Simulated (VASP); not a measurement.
Runs of VASP 6.6.1 on NaLaMnMoO6. The structure is tetragonal, space group I-4 (No. 82). Conventional cell: a = 5.446 Å, b = 5.446 Å, c = 7.798 Å, α = 90.00°, β = 90.00°, γ = 90.00°. Na (site symmetry -4) has 8 O at 2.51 to 2.72 Å as nearest neighbours. Around La (site symmetry -4) lie 8 O at 2.51 to 2.72 Å. Mn (site symmetry -4) is surrounded by 6 O at 1.93 to 1.94 Å. Mo (site symmetry -4) has 6 O at 1.96 to 1.97 Å as nearest neighbours. O (site symmetry 1) has 1 Mn at 1.94 Å and 1 Mo at 1.97 Å as nearest neighbours. O (site symmetry 2) has 1 Mn at 1.93 Å and 1 Mo at 1.96 Å as nearest neighbours. The cell was built by a generator and needn't be a form met in nature.

```tsv
task	level	cell	cutoff (eV)	gap on the mesh (eV)	pressure (GPa)	moment (μB)	relaxed volume (Å³/atom)
relaxation of cell and atoms	vdW-DF-cx	relaxed	600	none	0.0	1.44	11.18
relaxation of cell and atoms	optB88-vdW	relaxed	600	none	0.0	1.44	11.40
single point	PBE	as given	520	none	0.6	(b)	-
relaxation of cell and atoms	rev-vdW-DF2	relaxed	600	none	0.0	1.47	(a)
```

Alike in all rows: potentials or basis VASP PAW PBE potentials, release 64 (Na_pv, La, Mn_pv, Mo_sv, O); spin collinear, ferromagnetic start; k mesh 7 × 7 × 7; smearing fermi-dirac 0.05 eV.

**Question.** Estimate the missing entries.

**Answer.** (a) 11.30; (b) 2.00.

Caveats: a cell with one magnetic atom can't hold antiferromagnetic order, which such compounds often take; semilocal functionals often make such compounds metallic where correlation or magnetic order opens a gap, which also shifts bond lengths; the PAW data sets were made with another functional, which shifts forces and pressure a little (some runs).

A k mesh can miss the band edges, and the runs leave out spin-orbit coupling on La, Mo.

A gap of «none» marks a metal or a gap under the smearing width.

Not every run made on this cell is shown here.
